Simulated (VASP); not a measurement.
Data:

```
CdS
1.0
    0.00000     2.93199     2.93199
    2.93199     0.00000     2.93199
    2.93199     2.93199     0.00000
Cd S
1 1
Direct
  0.00000   0.00000   0.00000
  0.25000   0.25000   0.25000
```

Method: PBE GGA with D4 dispersion, VASP's PBE PAW potentials (set 64) (plane waves; VASP). Settings: 520 eV cut-off, Gaussian smearing of 0.050 eV, potentials Cd S.

**Question.** What does the run give for the band gap (along the path) with the smallest direct gap where there is one?

**Answer.** 
```yaml
band gap (along the path): 1.11 eV
smallest direct gap (along the path): 1.11 eV
```

The absolute energy has meaning only against runs of the same code, potentials and settings.

The compound is CdS in the zinc blende structure, a metastable form; wurtzite is the usual one. It was relaxed first.
